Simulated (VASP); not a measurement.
Input:

```xyz
2
Lattice="3.6804 -1.8800 0.0000 3.6804 1.8800 0.0000 2.7200 0.0000 3.1114" Properties=species:S:1:pos:R:3 pbc="T T T"
As     2.2883     0.0000     0.7063
As     7.7924     0.0000     2.4051
```

All values below come from PBE GGA, VASP's PBE PAW potentials (set 64) (plane waves; VASP). Numerical set-up: 400 eV cut-off, 11×11×11 Γ-centred mesh, first-order Methfessel-Paxton smearing of 0.50 eV, potentials As.

Give the force on each atom (eV/Å).

```csv
atom,Fx,Fy,Fz
As1,0.280,0.000,0.086
As2,-0.280,0.000,-0.086
```

Give the stress tensor in GPa (positive for a compressed cell).

```
 2.93   0.00  -0.28
 0.00   3.85   0.00
-0.28   0.00   3.76
```
The pressure is its mean diagonal, 3.51 GPa.

The compound is As in the a7 structure. The cell was not relaxed at this level. The run is one of a series of settings (SIGMA = 0.5 against the base run), some of them coarse on purpose.
